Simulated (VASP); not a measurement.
## CdS (relaxed from the NiAs structure, space group P6_3/mmc): computed properties

Computed with r2SCAN meta-GGA, VASP's PBE PAW potentials (set 64) (plane waves; VASP).

| Quantity | Value |
|---|---|
| space group | P6_3/mmc (194) |
| cell | a = b = 3.841 Å, c = 6.443 Å, α = β = 90.00°, γ = 120.00° |
| volume per atom | 20.58 Å³/atom |
| band gap (over mesh and band path) | 1.24 eV |
| smallest direct gap (over mesh and band path) | 1.24 eV |
| band-edge character | direct, Γ to Γ |
| density | 5.83 g/cm³ |

```
CELL_PARAMETERS angstrom
      3.84095     0.00000     0.00000
     -1.92047     3.32636     0.00000
      0.00000     0.00000     6.44280
ATOMIC_POSITIONS crystal
  Cd 0.00000 0.00000 0.00000
  Cd 0.00000 0.00000 0.50000
  S  0.33333 0.66667 0.25000
  S  0.66667 0.33333 0.75000
```

The structure was generated: CdS was put into the NiAs type (P6_3/mmc), which need not be its known phase. It was relaxed first, which changed the volume by +8 %. Symmetry was kept, so distortions that lower it aren't found.
